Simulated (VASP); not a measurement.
Data:

```
CELL_PARAMETERS angstrom
      0.00000     2.04787     2.04787
      2.04787     0.00000     2.04787
      2.04787     2.04787     0.00000
ATOMIC_POSITIONS crystal
  Be 0.25000 0.25000 0.25000
  Be 0.75000 0.75000 0.75000
  C  0.00000 0.00000 0.00000
```

Method: PBE GGA, VASP's PBE PAW potentials (set 64) (plane waves; VASP). Run with 620 eV cut-off, 9×9×9 Γ-centred mesh, Gaussian smearing of 0.050 eV, potentials Be C.

Estimate the energy per atom (σ→0), pressure.

energy per atom (σ→0): -5.689 eV/atom
pressure: 44.99 GPa

The absolute energy has meaning only against runs of the same code, potentials and settings.

The compound is Be2C in the antifluorite structure. It was relaxed first under an external pressure of 45 GPa.
